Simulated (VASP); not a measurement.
# A VASP study of MgB2 (LDA): structure first, properties next, part 5 of 5

Aim: relax MgB2, then compute properties on the relaxed cell. Left out of this account: 1 further run (relaxation: a spoilt try). The start is a cell from a database of measured crystal structures.

VASP 6.6.1; LDA; plane waves and PAW (Mg, B).

So far. Step 14 (Volume scan with LDA, volume scale 1.06): The run ends at a pressure of -8.78 GPa. Step 15 (Fit for LDA): The fitted volume lies +0.01 % from the relaxed one.

### 16. Volume scan with LDA, volume scale 0.94 (run 2)

This step: LDA; plane waves and PAW (Mg, B) (VASP 6.6.1).

Contents of INCAR:

```
SYSTEM = MgB2
PREC = Accurate
ENCUT = 420
EDIFF = 1E-06
NELM = 100
ISMEAR = 0
SIGMA = 0.05
LREAL = .FALSE.
ALGO = Normal
GGA = CA
NBANDS = 10
LORBIT = 11
LWAVE = .FALSE.
LCHARG = .FALSE.
KPAR = 2
ISIF = 2
```

Contents of POSCAR:

```
MgB2
1.0
    2.9788101200      0.0000000000      0.0000000000
   -1.4894050600      2.5797252370      0.0000000000
    0.0000000000      0.0000000000      3.3574820016
Mg B
1 2
Direct
    0.0000000000      0.0000000000      0.0000000000
    0.3333333333      0.6666666667      0.5000000000
    0.6666666667      0.3333333333      0.5000000000
```

Contents of KPOINTS:

```
Automatic mesh
0
Gamma
10 10 8
0 0 0
```

Potentials, in the order of the species: Mg and B (LDA family, release 64).

Run with:

```console
> mpirun -np 2 vasp_std
```

Log:

```text
[... set-up lines as in an earlier step ...]
 entering main loop
       N       E                     dE             d eps       ncg     rms          rms(c)
[... 12 cycles as in an earlier step ...]
   1 F= -.17228517E+02 E0= -.17228127E+02  d E =-.779601E-03
```

It took 19 s on 2 MPI ranks of AMD EPYC 7R43, shared host; peak memory 0.18 GiB.

Parts of OUTCAR (step 16):

```text
[... 6 parts as in an earlier step ...]

[... 1 further part left out ...]
[key lines of the parts left out:]
E-fermi :   6.1680
```

The pressure here is 11.56 GPa.

The run ends at a pressure of 11.56 GPa.

### 17. Volume scan with LDA, volume scale 0.96 (run 2)

INCAR is that of step 16.

Contents of POSCAR:

```
MgB2
1.0
    2.9997883472      0.0000000000      0.0000000000
   -1.4998941737      2.5978929147      0.0000000000
    0.0000000000      0.0000000000      3.3811270201
Mg B
1 2
Direct
    0.0000000000      0.0000000000      0.0000000000
    0.3333333333      0.6666666667      0.5000000000
    0.6666666667      0.3333333333      0.5000000000
```

KPOINTS is that of step 16.

Run with:

```console
> mpirun -np 2 vasp_std
```

Log:

```text
[... set-up lines as in an earlier step ...]
 entering main loop
       N       E                     dE             d eps       ncg     rms          rms(c)
[... 12 cycles as in an earlier step ...]
   1 F= -.17260900E+02 E0= -.17260565E+02  d E =-.669595E-03
```

Elapsed: 19 s, on 2 MPI ranks; peak memory 0.19 GiB.

From OUTCAR (step 17):

```text
[... 6 parts as in an earlier step ...]

[... 1 further part left out ...]
[key lines of the parts left out:]
E-fermi :   6.0027
```

The pressure falls from 11.56 to 7.34 GPa.

The run ends at a pressure of 7.34 GPa.

### 18. Volume scan with LDA, volume scale 0.98 (run 2)

INCAR is that of step 17.

Contents of POSCAR:

```
MgB2
1.0
    3.0204771965      0.0000000000      0.0000000000
   -1.5102385983      2.6158099838      0.0000000000
    0.0000000000      0.0000000000      3.4044458743
Mg B
1 2
Direct
    0.0000000000      0.0000000000      0.0000000000
    0.3333333333      0.6666666667      0.5000000000
    0.6666666667      0.3333333333      0.5000000000
```

KPOINTS is that of step 17.

Run with:

```console
> mpirun -np 2 vasp_std
```

Log:

```text
[... set-up lines as in an earlier step ...]
 entering main loop
       N       E                     dE             d eps       ncg     rms          rms(c)
[... 12 cycles as in an earlier step ...]
   1 F= -.17279470E+02 E0= -.17279175E+02  d E =-.591112E-03
```

The job ended after 16 s (2 MPI ranks; peak memory 0.18 GiB).

Parts of OUTCAR (step 18):

```text
[... 6 parts as in an earlier step ...]

[... 1 further part left out ...]
[key lines of the parts left out:]
E-fermi :   5.8440
```

The pressure falls from 7.34 to 3.49 GPa.

The run ends at a pressure of 3.49 GPa.

### 19. Volume scan with LDA, volume scale 1 (run 2)

INCAR is that of step 18.

Contents of POSCAR:

```
MgB2
1.0
    3.0408864453      0.0000000000      0.0000000000
   -1.5204432227      2.6334849117      0.0000000000
    0.0000000000      0.0000000000      3.4274495848
Mg B
1 2
Direct
    0.0000000000      0.0000000000      0.0000000000
    0.3333333333      0.6666666667      0.5000000000
    0.6666666667      0.3333333333      0.5000000000
```

KPOINTS is that of step 18.

Run with:

```console
> mpirun -np 2 vasp_std
```

Log:

```text
[... set-up lines as in an earlier step ...]
 entering main loop
       N       E                     dE             d eps       ncg     rms          rms(c)
[... 12 cycles as in an earlier step ...]
   1 F= -.17285455E+02 E0= -.17285176E+02  d E =-.556916E-03
```

Elapsed: 20 s, on 2 MPI ranks; peak memory 0.19 GiB; 36 s of CPU time.

Parts of OUTCAR (step 19):

```text
[... 6 parts as in an earlier step ...]

[... 1 further part left out ...]
[key lines of the parts left out:]
E-fermi :   5.6920
```

The pressure falls from 3.49 to -0.01 GPa.

The run ends at a pressure of -0.01 GPa.

### 20. Volume scan with LDA, volume scale 1.02 (run 2)

INCAR is that of step 19.

Contents of POSCAR:

```
MgB2
1.0
    3.0610253530      0.0000000000      0.0000000000
   -1.5305126766      2.6509257174      0.0000000000
    0.0000000000      0.0000000000      3.4501485879
Mg B
1 2
Direct
    0.0000000000      0.0000000000      0.0000000000
    0.3333333333      0.6666666667      0.5000000000
    0.6666666667      0.3333333333      0.5000000000
```

KPOINTS is that of step 19.

Run with:

```console
> mpirun -np 2 vasp_std
```

Log:

```text
[... set-up lines as in an earlier step ...]
 entering main loop
       N       E                     dE             d eps       ncg     rms          rms(c)
[... 12 cycles as in an earlier step ...]
   1 F= -.17279956E+02 E0= -.17279670E+02  d E =-.573452E-03
```

Wall time 17 s (2 MPI ranks); peak memory 0.17 GiB.

Parts of OUTCAR (step 20):

```text
[... 6 parts as in an earlier step ...]

[... 1 further part left out ...]
[key lines of the parts left out:]
E-fermi :   5.5456
```

The pressure falls from -0.01 to -3.21 GPa.

The run ends at a pressure of -3.21 GPa.

### 21. Volume scan with LDA, volume scale 1.04 (run 2)

INCAR is that of step 20.

Contents of POSCAR:

```
MgB2
1.0
    3.0809026980      0.0000000000      0.0000000000
   -1.5404513491      2.6681400031      0.0000000000
    0.0000000000      0.0000000000      3.4725527780
Mg B
1 2
Direct
    0.0000000000      0.0000000000      0.0000000000
    0.3333333333      0.6666666667      0.5000000000
    0.6666666667      0.3333333333      0.5000000000
```

KPOINTS is that of step 20.

Run with:

```console
> mpirun -np 2 vasp_std
```

Log:

```text
[... set-up lines as in an earlier step ...]
 entering main loop
       N       E                     dE             d eps       ncg     rms          rms(c)
[... 12 cycles as in an earlier step ...]
   1 F= -.17263994E+02 E0= -.17263681E+02  d E =-.625424E-03
```

It took 16 s on 2 MPI ranks; peak memory 0.19 GiB; 31 s of CPU time.

OUTCAR, selected parts (step 21):

```text
[... 6 parts as in an earlier step ...]

[... 1 further part left out ...]
[key lines of the parts left out:]
E-fermi :   5.4037
```

The pressure falls from -3.21 to -6.12 GPa.

The run ends at a pressure of -6.12 GPa.

### 22. Volume scan with LDA, volume scale 1.06 (run 2)

INCAR is that of step 21.

Contents of POSCAR:

```
MgB2
1.0
    3.1005268112      0.0000000000      0.0000000000
   -1.5502634056      2.6851349836      0.0000000000
    0.0000000000      0.0000000000      3.4946715449
Mg B
1 2
Direct
    0.0000000000      0.0000000000      0.0000000000
    0.3333333333      0.6666666667      0.5000000000
    0.6666666667      0.3333333333      0.5000000000
```

KPOINTS is that of step 21.

Run with:

```console
> mpirun -np 2 vasp_std
```

Log:

```text
[... set-up lines as in an earlier step ...]
 entering main loop
       N       E                     dE             d eps       ncg     rms          rms(c)
[... 12 cycles as in an earlier step ...]
   1 F= -.17238488E+02 E0= -.17238143E+02  d E =-.689964E-03
```

Wall time 18 s (2 MPI ranks); peak memory 0.2 GiB; 35 s of CPU time.

OUTCAR, selected parts (step 22):

```text
[... 6 parts as in an earlier step ...]

[... 1 further part left out ...]
[key lines of the parts left out:]
E-fermi :   5.2658
```

The pressure falls from -6.12 to -8.78 GPa.

The run ends at a pressure of -8.78 GPa.

### 23. Side by side

Times are for 2 MPI ranks of AMD EPYC 7R43, shared host. The series side by side:

```csv
no.,volume scale,energy above the lowest point (meV/atom),pressure (GPa),time,memory (GiB)
1,0.94,19.02,11.56,13 s,0.19
2,0.94,19.02,11.56,19 s,0.18
3,0.96,8.2,7.338,14 s,0.19
4,0.96,8.2,7.338,19 s,0.19
5,0.98,2,3.494,14 s,0.19
6,0.98,2,3.494,16 s,0.18
7,1,0,-0.01105,17 s,0.18
8,1,0,-0.01105,20 s,0.19
9,1.02,1.84,-3.209,15 s,0.19
10,1.02,1.84,-3.209,17 s,0.17
11,1.04,7.17,-6.123,26 s,0.18
12,1.04,7.17,-6.123,16 s,0.19
13,1.06,15.68,-8.780,21 s,0.2
14,1.06,15.68,-8.780,18 s,0.2
```

### 24. Fit for LDA

This step: Birch-Murnaghan fit, LDA; plane waves and PAW (VASP 6.6.1).

No new run; the numbers come from the runs before.

Table of energy above the fitted minimum by volume:

| volume (Å³/atom) | energy above the fitted minimum (eV/atom) |
| --- | --- |
| 8.600 | 0.0190 |
| 8.783 | 0.00820 |
| 8.966 | 0.00200 |
| 9.149 | -1.9e-6 |
| 9.332 | 0.00183 |
| 9.515 | 0.00716 |
| 9.698 | 0.0157 |

The fitted volume lies +0.01 % from the relaxed one.

### 25. Core levels (LDA)

This step: LDA; plane waves and PAW (Mg, B) (VASP 6.6.1).

Core levels shift with the potential at each site, so they tell like atoms on unlike sites apart.

Edit INCAR of step 22 so:

```diff
@@ -15,2 +15,2 @@
 KPAR = 2
-ISIF = 2
+ICORELEVEL = 1
```

Contents of POSCAR:

```
MgB2
1.0
    3.0408864453      0.0000000000      0.0000000000
   -1.5204432227      2.6334849117      0.0000000000
    0.0000000000      0.0000000000      3.4274495848
Mg B
1 2
Direct
    0.0000000000      0.0000000000      0.0000000000
    0.3333333333      0.6666666667      0.5000000000
    0.6666666667      0.3333333333      0.5000000000
```

KPOINTS is that of step 22.

Run with:

```console
> mpirun -np 2 vasp_std
```

Log:

```text
[... set-up lines as in an earlier step ...]
 entering main loop
       N       E                     dE             d eps       ncg     rms          rms(c)
[... 12 cycles as in an earlier step ...]
   1 F= -.17285455E+02 E0= -.17285176E+02  d E =-.556916E-03
```

Run time: 12 s. Hardware: 2 MPI ranks; peak memory 0.19 GiB; 22 s of CPU time.

OUTCAR, selected parts (step 25):

```text
   NELECT =       8.0000    total number of electrons

 the core state eigenenergies are
   1-  1s  -1240.7553  2s    -68.5299  2p    -36.0052
   2-  1s   -164.0173
   3-  1s   -164.0173

 E-fermi :   5.6920

[... 19 parts as in an earlier step ...]

[... 2 further parts left out ...]
```

These are scalar-relativistic Kohn-Sham levels of the ground state, with no core hole, so they are not binding energies.

Numbers from this step:

```
free energy (TOTEN)     : -17.29 eV
energy at zero smearing : -17.29 eV
Fermi energy            : 5.692 eV
pressure                : -0.01105 GPa
```

Kohn-Sham core levels. Core levels, by row:

| atom | shell | level below the Fermi level (eV) |
| --- | --- | --- |
| Mg1 | 1s | 1246 |
| Mg1 | 2s | 74.22 |
| Mg1 | 2p | 41.7 |
| B2 | 1s | 169.7 |
| B3 | 1s | 169.7 |

Atoms of one element give levels within 0.1 eV of each other.

### 26. Results

```yaml
relaxed_volume: 9.149 Å³/atom
relaxed_conventional_cell_a_b_c: 3.041, 3.041, 3.427 Å; angles 90.0, 90.0, 120.0°
space_group_after_relaxing_within_0p02_a: P6/mmm (No. 191)
band_gap: none, a metal
dos_at_the_fermi_level: 0.708 states/eV/cell
highest_zone_centre_mode: 712 cm⁻¹
bulk_modulus_from_the_fit: 168 GPa
volume_from_the_fit: 9.15 Å³/atom
shallowest_level_of_the_frozen_cores: Mg1 2p, 41.7 eV deep
```

With LDA, MgB2 relaxes to 9.149 Å³/atom in space group P6/mmm (held by the symmetry of the run), comes out as a metal and has a bulk modulus of 168 GPa at fixed shape and positions, an upper bound. Against the listed cell the volume lies -5.5 % (a -1.4 %, c -2.7 %). Band structure (LDA): Of the bands kept, 3 cross the Fermi level on this path. Vibrations at Γ (LDA): The highest mode in this list at Γ, 712.1 cm⁻¹, is mostly motion of B (100 % of the kinetic energy). The scan held shape and positions, so its modulus is an upper bound, and a miss against the measured one is not the functional's alone. Modes at Γ alone can't show that the crystal is stable at other wave vectors. No search among competing phases was made, and a listed structure need not be the one stable at ambient conditions. All values are for a static lattice at zero temperature.

[Lines on the potential files, build, host, timing and source positions are cut from VASP's logs without a mark.]

[Logs are printed without paths, hosts, clocks, repeated set-up lines and the standing remarks that a program may print on its own settings, such as how far it seeks lower states.]

[Hosts, paths, dates, database ids (printed as entryN), source tags and the programs' standing remarks are cut or masked in the printed files.]

[A measured line is paired with the nearest computed mode of its activity, which favours agreement.]
